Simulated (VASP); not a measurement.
All values below come from PBE GGA, VASP's PBE PAW potentials (set 64) (plane waves; VASP).

A VASP calculation is set up with these files.

**INCAR**
```
ALGO=Normal
EDIFF=1E-6
ENCUT=300
GGA=PE
ISIF=2
ISMEAR=-1
LASPH=.TRUE.
LCHARG=.FALSE.
LMAXMIX=4
LREAL=.FALSE.
LWAVE=.FALSE.
NELM=100
PREC=Accurate
SIGMA=0.136
SYSTEM=Ru
```

**KPOINTS**
```
Automatic mesh
0
gamma
5 5 3
0 0 0
```

POSCAR:
```
Ru
1
    1.3550000000    -2.3469290000     0.0000000000
    1.3550000000     2.3469290000     0.0000000000
    0.0000000000     0.0000000000     4.2800000000
Ru
2
Direct
  0.3333330000   0.6666670000   0.2500000000
  0.6666670000   0.3333330000   0.7500000000
```

POTCAR, in this order: Ru_pv (PBE.64 set). Program: vasp_std.

Output

**OSZICAR**
```
       N       E                     dE             d eps       ncg     rms          rms(c)
DAV:   1     0.206773413880E+03    0.20677E+03   -0.13783E+04   368   0.117E+03
DAV:   2    -0.149317372783E+02   -0.22171E+03   -0.21655E+03   384   0.395E+02
DAV:   3    -0.197123486108E+02   -0.47806E+01   -0.45545E+01   374   0.630E+01
DAV:   4    -0.197621234921E+02   -0.49775E-01   -0.49746E-01   436   0.574E+00
DAV:   5    -0.197631620195E+02   -0.10385E-02   -0.10385E-02   396   0.695E-01    0.175E+01
DAV:   6    -0.186131738843E+02    0.11500E+01   -0.36290E+00   362   0.186E+01    0.481E+00
DAV:   7    -0.185499171174E+02    0.63257E-01   -0.16273E-01   368   0.371E+00    0.144E+00
DAV:   8    -0.185421137283E+02    0.78034E-02   -0.71068E-03   402   0.894E-01    0.260E-01
DAV:   9    -0.185419395794E+02    0.17415E-03   -0.75844E-04   382   0.259E-01    0.369E-02
DAV:  10    -0.185419481254E+02   -0.85460E-05   -0.26085E-05   448   0.430E-02    0.104E-02
DAV:  11    -0.185419471846E+02    0.94085E-06   -0.87873E-07   224   0.911E-03
   1 F= -.18541947E+02 E0= -.18491432E+02  d E =-.101030E+00
```

OUTCAR:
```
------------------------ aborting loop because EDIFF is reached ----------------------------------------
  FORCE on cell =-STRESS in cart. coord.  units (eV):
  Direction    XX          YY          ZZ          XY          YZ          ZX
  --------------------------------------------------------------------------------------
  Total       -0.0388317     -0.0388317      1.3063164      0.0000000     -0.0000000      0.0000000
  in kB       -2.2855154     -2.2855157     76.8857648      0.0000000     -0.0000000      0.0000000
  external PRESSURE =      24.1049112 kB  Pullay stress =       0.0000000 kB
  volume of cell :       27.22
      direct lattice vectors                 reciprocal lattice vectors
     1.355000000 -2.346929000  0.000000000     0.369003690 -0.213044366  0.000000000
     1.355000000  2.346929000  0.000000000     0.369003690  0.213044366  0.000000000
     0.000000000  0.000000000  4.280000000     0.000000000  0.000000000  0.233644860
 POSITION                                       TOTAL-FORCE (eV/Angst)
 -----------------------------------------------------------------------------------
      1.35500      0.78231      1.07000         0.000000      0.000000      0.000000
      1.35500     -0.78231      3.21000        -0.000000     -0.000000      0.000000
 -----------------------------------------------------------------------------------
    total drift:                               -0.000000      0.000512     -0.000039
  FREE ENERGIE OF THE ION-ELECTRON SYSTEM (eV)
  ---------------------------------------------------
  free  energy   TOTEN  =       -18.5419471846 eV

  energy  without entropy=      -18.4409173178  energy(sigma->0) =      -18.49143225
```
(Selected blocks of OUTCAR.)

At this cut-off the stress carries a Pulay error, which pulls relaxed volumes low.

The structure is a typed Ru crystal (P6_3/mmc). The cell was not relaxed at this level. The k-mesh is coarse (spacing up to 0.54 per Å, 2π included), so the numbers may not be converged in it. The run is one of a series of settings (KPOINTS 5×5×3 Γ-centred mesh against the base run), some of them coarse on purpose.
